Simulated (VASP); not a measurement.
Runs of VASP 6.6.1 on Cl3In. The cell holds a molecule in a box, 4 atoms: a = 11.000 Å, b = 13.000 Å, c = 13.000 Å, α = 90.00°, β = 90.00°, γ = 90.00°. 

```tsv
task	level	cell	gap on the mesh (eV)	largest force (eV/Å)
single point	r2SCAN	as given	4.86	0.09
relaxation of the atoms	PBE	atoms relaxed from: atoms moved at random, drawn with an rms of 0.02 Å	4.09	0.01
single point	PBE	as given	4.27	0.34
single point	PBE	atoms moved at random, drawn with an rms of 0.05 Å	4.16	1.20
electron localisation function	PBE	as given	4.27	0.34
atomic charges	PBE+TS	as given	4.27	0.33
single point	vdW-DF2	as given	(a)	0.91
single point	SCAN	as given	(b)	0.02
```

Alike in all rows: potentials or basis VASP PAW PBE potentials, release 64 (Cl, In_d); no spin polarisation; k mesh 1 × 1 × 1; cutoff (eV) 520; smearing gaussian 0.01 eV.

Problem. Estimate the missing entries.

Solution. (a) 4.05; (b) 4.79.

Caveats: spin-orbit coupling is left out, which moves the levels of the heavy elements; the PAW data sets were made with another functional, which shifts forces and pressure a little (some runs).

A k mesh can miss the band edges, and the runs leave out spin-orbit coupling on In.
